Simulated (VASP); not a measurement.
An input for Quantum ESPRESSO's pw.x (written as the equivalent of a VASP run, and not itself run):

```
&CONTROL
  calculation = 'scf'
  pseudo_dir = './pseudo'
  outdir = './out'
  tprnfor = .true.
  tstress = .true.
/
&SYSTEM
  ibrav = 0
  nat = 8
  ntyp = 3
  ecutwfc = 84
  occupations = 'smearing'
  smearing = 'gaussian'
  degauss = 0.000735
  input_dft = 'pbesol'
/
&ELECTRONS
  conv_thr = 7.3e-08
  electron_maxstep = 100
/
ATOMIC_SPECIES
  Li 6.940 Li.upf
  Ta 180.948 Ta.upf
  F 18.998 F.upf
CELL_PARAMETERS angstrom
     2.5329770    1.4624150    4.4354800
    -2.5329770    1.4624150    4.4354800
     0.0000000   -2.9248300    4.4354800
ATOMIC_POSITIONS crystal
  Li   0.5000000  0.5000000  0.5000000
  Ta   0.0000000  0.0000000  0.0000000
  F    0.6496700  0.2453870  0.8609700
  F    0.3503300  0.7546130  0.1390300
  F    0.8609700  0.6496700  0.2453870
  F    0.1390300  0.3503300  0.7546130
  F    0.2453870  0.8609700  0.6496700
  F    0.7546130  0.1390300  0.3503300
K_POINTS automatic
  6 6 6 0 0 0
```

Task: Write the VASP files for the same calculation (PBEsol).

Result: This is not unique; one that fits is 
**INCAR**
```
SYSTEM = LiTaF6
PREC = Accurate; ENCUT = 400; LREAL = F
LASPH = T
EDIFF = 1E-6; NELM = 100; ALGO = Normal
LMAXMIX = 6
ISMEAR = 0; SIGMA = 0.01
GGA = PS
ISIF = 2
LWAVE = F; LCHARG = F
```

File KPOINTS:
```
Automatic mesh
0
Gamma
6 6 6
0 0 0
```

POSCAR:
```
LiTaF6
1
    2.5329770000     1.4624150000     4.4354800000
   -2.5329770000     1.4624150000     4.4354800000
    0.0000000000    -2.9248300000     4.4354800000
Li Ta F
1 1 6
Direct
  0.5000000000   0.5000000000   0.5000000000
  0.0000000000   0.0000000000   0.0000000000
  0.6496700000   0.2453870000   0.8609700000
  0.3503300000   0.7546130000   0.1390300000
  0.8609700000   0.6496700000   0.2453870000
  0.1390300000   0.3503300000   0.7546130000
  0.2453870000   0.8609700000   0.6496700000
  0.7546130000   0.1390300000   0.3503300000
```

POTCAR, in this order: Li_sv Ta_pv F (PBE.64 set). Program: vasp_std.

What does not carry over: the potentials are each code's own (VASP's PAW set, PseudoDojo norm-conserving files in pw.x), so ENCUT and ecutwfc are chosen apart and not converted; conv_thr bounds pw.x's estimated SCF error, while EDIFF bounds the energy change between steps.

The structure comes from a computed database's LiTaF6 entry; how it stands against other phases isn't given here. The cell was not relaxed at this level, and its volume differs by -5.9 % from the start's.
